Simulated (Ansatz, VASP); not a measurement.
**One calculation of CoC2, two programs**

```
Co C
1.0
     0.00000    2.87098    2.87098
     2.87098    0.00000    2.87098
     2.87098    2.87098    0.00000
Co C
2 4
Direct
  0.00000 0.00000 0.00000
  0.25000 0.25000 0.25000
  0.62500 0.62500 0.62500
  0.12500 0.62500 0.62500
  0.62500 0.62500 0.12500
  0.62500 0.12500 0.62500
```

Alike in both runs: functional PBE; k mesh 6 × 6 × 6; occupations gaussian, width 0.1 eV; collinear spin.

Ansatz relaxed the structure, and its values are those at the end. VASP's run is a single point on that final structure, the one shown.

|  | VASP | Ansatz |
| --- | --- | --- |
| version | VASP 6.6.1 | Ansatz 0.2.0 |
| potentials or method | VASP PAW PBE potentials, release 64 (Co, C) | scalar-relativistic, plane waves, PAW |
| plane-wave cutoff (eV) | 520 | 420 |
| valence electrons in the cell | 34 | 50 |

```tsv
	VASP	Ansatz	Ansatz less VASP
gap on the k mesh at the Fermi level (eV)	none	none	-
pressure (GPa)	-0.1	0.1	+0.26
net moment per atom (μB)	0.38	0.38	+0.003
size of the moment on the site where the two differ most (μB)	1.11	1.13	+0.017
```

Site moments also hang on the region over which each program counts them. A gap of «none» marks a metal or a gap that the smearing closes. With one functional, cell and mesh, what is left measures potentials, basis and numerics. The two sets of potentials don't hold the same shells in valence.
